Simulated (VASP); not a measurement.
The input files of a VASP run:

### POSCAR
```
InS
1
    4.6128310000     0.0000000000     0.0000000000
    0.0000000000    10.4381270000     0.0000000000
    0.0000000000     0.0000000000     3.8758310000
In S
4 4
Direct
  0.3742500000   0.6193400000   0.5000000000
  0.6257500000   0.3806600000   0.5000000000
  0.8742500000   0.8806600000   0.0000000000
  0.1257500000   0.1193400000   0.0000000000
  0.5387100000   0.8450200000   0.5000000000
  0.4612900000   0.1549800000   0.5000000000
  0.0387100000   0.6549800000   0.0000000000
  0.9612900000   0.3450200000   0.0000000000
```

KPOINTS:
```
Automatic mesh
0
Gamma
3 2 4
```

### INCAR
```
# general
SYSTEM =InS
PREC   =Accurate
ENCUT  =300   # plane-wave cut-off (eV)
LREAL  =.FALSE.
LASPH  =.TRUE.   # aspherical one-centre terms

# electronic loop
EDIFF  =1E-6   # SCF stop (eV)
NELM   =100
ALGO   =Normal   # blocked Davidson
LMAXMIX=4

# smearing
ISMEAR =0   # Gaussian
SIGMA  =0.01   # width (eV)

# functional
GGA    =PS   # PBEsol

# ions
ISIF   =2

# output
LWAVE  =.FALSE.
LCHARG =.FALSE.
```

POTCAR, in this order: In_d S (PBE.64 set). Program: vasp_std.

Write an equivalent input for Ansatz.

One equivalent input (not run):
Ansatz 0.2 input:
```yaml
crystal:
  lattice:
    - [4.6128310, 0.0000000, 0.0000000]
    - [0.0000000, 10.4381270, 0.0000000]
    - [0.0000000, 0.0000000, 3.8758310]
  atoms:
    - { symbol: In, position: [0.3742500, 0.6193400, 0.5000000] }
    - { symbol: In, position: [0.6257500, 0.3806600, 0.5000000] }
    - { symbol: In, position: [0.8742500, 0.8806600, 0.0000000] }
    - { symbol: In, position: [0.1257500, 0.1193400, 0.0000000] }
    - { symbol: S, position: [0.5387100, 0.8450200, 0.5000000] }
    - { symbol: S, position: [0.4612900, 0.1549800, 0.5000000] }
    - { symbol: S, position: [0.0387100, 0.6549800, 0.0000000] }
    - { symbol: S, position: [0.9612900, 0.3450200, 0.0000000] }
kpoints:
  mp_grid: { grid: [3, 2, 4] }
hamiltonian:
  xc: pbesol
  pseudopotentials: { kind: paw }
scf:
  occupations: { method: gaussian, width: 0.01 }
  max_iter: 100
output: { forces: true, stress: true, eigenvalues: true }
```
What does not carry over: each code has its own PAW files, so the cut-off isn't converted (ENCUT is set for VASP's; basis.ecutwfc is left out, and Ansatz then takes the one that its files recommend); Ansatz stops its SCF on the density residual and VASP on the energy change (EDIFF).

The structure comes from a computed database's InS entry (Pnnm); how it stands against other phases isn't given here. The cell was not relaxed at this level, and its volume differs by -5.9 % from the start's. The k-mesh is coarse (spacing up to 0.45 per Å, 2π included), so the numbers may not be converged in it.
